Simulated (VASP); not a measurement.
VASP ran on this input.

INCAR:
```
ALGO = Normal
EDIFF = 1E-7
ENCUT = 400
ISIF = 2
ISMEAR = -5
LASPH = .TRUE.
LCHARG = .TRUE.
LEFG = .TRUE.
LMAXMIX = 4
LORBIT = 11
LREAL = .FALSE.
LWAVE = .FALSE.
NEDOS = 601
NELM = 100
PREC = Accurate
SYSTEM = BaSi
```

**POSCAR**
```
BaSi
1
    2.4611637121    -5.9268701009     0.0000000000
    2.4611637121     5.9268701009    -0.0000000000
    0.0000000000    -0.0000000000     4.0444461972
Ba Si
2 2
Direct
  0.1426627610   0.8573372390   0.2500000000
  0.8573372390   0.1426627610   0.7500000000
  0.4421817841   0.5578182159   0.2500000000
  0.5578182159   0.4421817841   0.7500000000
```

File KPOINTS:
```
Regular mesh
0
gamma
8 8 9
0 0 0
```

POTCAR, in this order: Ba_sv Si (LDA.64 set). Program: vasp_std.

Problem. Write an equivalent input for Ansatz.

Solution. One equivalent input (not run):
Ansatz 0.2 input:
```yaml
crystal:
  lattice:
    - [2.4611637, -5.9268701, 0.0000000]
    - [2.4611637, 5.9268701, 0.0000000]
    - [0.0000000, 0.0000000, 4.0444462]
  atoms:
    - { symbol: Ba, position: [0.1426628, 0.8573372, 0.2500000] }
    - { symbol: Ba, position: [0.8573372, 0.1426628, 0.7500000] }
    - { symbol: Si, position: [0.4421818, 0.5578182, 0.2500000] }
    - { symbol: Si, position: [0.5578182, 0.4421818, 0.7500000] }
kpoints:
  mp_grid: { grid: [8, 8, 9] }
hamiltonian:
  xc: lda
  pseudopotentials: { kind: paw }
scf:
  occupations: { method: tetrahedron }
  max_iter: 100
output: { forces: true, stress: true, eigenvalues: true }
```
What does not carry over: each code has its own PAW files, so the cut-off isn't converted (ENCUT is set for VASP's; basis.ecutwfc is left out, and Ansatz then takes the one that its files recommend); Ansatz stops its SCF on the density residual and VASP on the energy change (EDIFF); Ansatz's lda is the Perdew-Wang form, while the LDA potentials of VASP carry Perdew-Zunger's; the field gradients of LEFG aren't asked of the other code.

The structure comes from a computed database's BaSi entry (Cmcm); how it stands against other phases isn't given here. It was relaxed first, which changed the volume by -8 %.
